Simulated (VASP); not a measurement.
Data:

```xyz
2
Lattice="3.0386 0.0000 0.0000 -1.5193 2.6315 0.0000 0.0000 0.0000 4.6573" Properties=species:S:1:pos:R:3 pbc="T T T"
Ge     0.0000     1.7543     1.1643
Ge     1.5193     0.8772     3.4929
```

These are r2SCAN meta-GGA, VASP's PBE PAW potentials (set 64) (plane waves; VASP 6.6.1) values and carry that method's errors. Run with 400 eV cut-off, 15×15×9 Γ-centred mesh, tetrahedra with Blöchl corrections, potentials Ge_d.

### Question
Predict the energy per atom (σ→0), band gap (over mesh and band path) with the smallest direct gap where there is one.

### Answer

The band gap (over mesh and band path) is none (metal, semimetal or under 0.01 eV) and the energy per atom (σ→0) is -13.286 eV/atom.

The structure was generated: Ge was put into the hcp type (P6_3/mmc), which need not be its known phase. It was relaxed first.
